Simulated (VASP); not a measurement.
LiSi16 (a cell with a defect): single point with PBE

Crystal: LiSi16 (a cell with a defect).

```
CELL_PARAMETERS angstrom
0.00000 5.43000 5.43000
5.43000 0.00000 5.43000
5.43000 5.43000 0.00000
ATOMIC_POSITIONS crystal
Si 0.00042 0.00083 0.99775
Si 0.12259 0.12305 0.12720
Si 0.00042 0.00083 0.50104
Si 0.12463 0.12501 0.62521
Si 0.99266 0.50232 0.00254
Si 0.12258 0.62699 0.12720
Si 0.00042 0.49755 0.50104
Si 0.12258 0.62699 0.62327
Si 0.50186 0.99316 0.00252
Si 0.62658 0.12302 0.12719
Si 0.49717 0.00082 0.50103
Si 0.62658 0.12302 0.62326
Si 0.50185 0.50228 0.00251
Si 0.62451 0.62501 0.12528
Si 0.50185 0.50228 0.49342
Si 0.62657 0.62697 0.62326
Li 0.37447 0.37501 0.87529
```

The cell was built by a generator and needn't be a form met in nature.

```yaml
Program: VASP 6.6.1
Task: single point
Functional: PBE
Potentials_or_basis: VASP PAW PBE potentials, release 64 (Si, Li_sv)
Cutoff: 520 eV
k_mesh: 2 × 2 × 2
Occupations: gaussian, width 0.02 eV
Spin: no spin polarisation
Dipole_correction: no
Charge: 1
Further_INCAR_settings: LREAL = Auto; ALGO = Fast; EDIFF = 1e-07; NBANDS = 48; NELECT = 66.0
```

| Item | Value |
| --- | --- |
| Largest force | 0.006 eV/Å |
| Band gap on the k mesh | 0.64 eV, direct |

Forces on the atoms (eV/Å):
```
Si   0.001  0.000 -0.001
Si   0.001  0.000 -0.001
Si  -0.001 -0.001 -0.001
Si  -0.001  0.001  0.001
Si   0.002 -0.003 -0.003
Si   0.001  0.000 -0.001
Si   0.001 -0.001  0.001
Si   0.000 -0.001  0.000
Si  -0.003  0.003 -0.003
Si   0.001  0.000 -0.001
Si   0.000  0.001  0.001
Si   0.001 -0.001 -0.001
Si   0.004  0.003  0.003
Si  -0.001  0.001  0.002
Si  -0.004 -0.003  0.003
Si   0.000  0.000 -0.001
Li  -0.001  0.001  0.001
```

Levels at points of the mesh, in eV from the valence-band top:
| k point | band 30 | band 31 | band 32 | band 33 | band 34 | band 35 | band 36 | band 37 |
| --- | --- | --- | --- | --- | --- | --- | --- | --- |
| (0.00, 0.00, 0.00) | -1.13 | 0.00 | 0.00 | 0.00 | 0.64 | 0.64 | 0.64 | 0.71 |
| (0.50, 0.00, 0.00) | -0.82 | -0.82 | -0.73 | -0.73 | 1.20 | 1.40 | 1.40 | 1.59 |
| (0.00, 0.50, 0.00) | -0.82 | -0.82 | -0.73 | -0.73 | 1.20 | 1.40 | 1.40 | 1.59 |
| (0.00, 0.00, 0.50) | -0.82 | -0.82 | -0.73 | -0.73 | 1.20 | 1.40 | 1.40 | 1.59 |
| (0.50, 0.50, 0.50) | -0.82 | -0.82 | -0.73 | -0.73 | 1.20 | 1.40 | 1.40 | 1.59 |
| (0.50, 0.50, 0.00) | -1.36 | -1.36 | -1.31 | -1.27 | 1.07 | 1.13 | 2.19 | 2.31 |
| (0.00, 0.50, 0.50) | -1.36 | -1.36 | -1.31 | -1.27 | 1.07 | 1.13 | 2.19 | 2.31 |
| (0.50, 0.00, 0.50) | -1.36 | -1.36 | -1.31 | -1.27 | 1.07 | 1.13 | 2.19 | 2.31 |

Run time: 6.5 min on 1 thread of Intel(R) Xeon(R) Platinum 8259CL CPU @ 2.50GHz (Skylake/Cascade Lake) (shared host), peak memory 0.48 GiB.

Caveat: the k mesh is coarse (spacing up to 0.50 Å⁻¹), so the values aren't converged; the cell carries a net charge on a neutralising background, which shifts energy and pressure; the cell is charged against a uniform background, so pressure and absolute levels hang on convention.
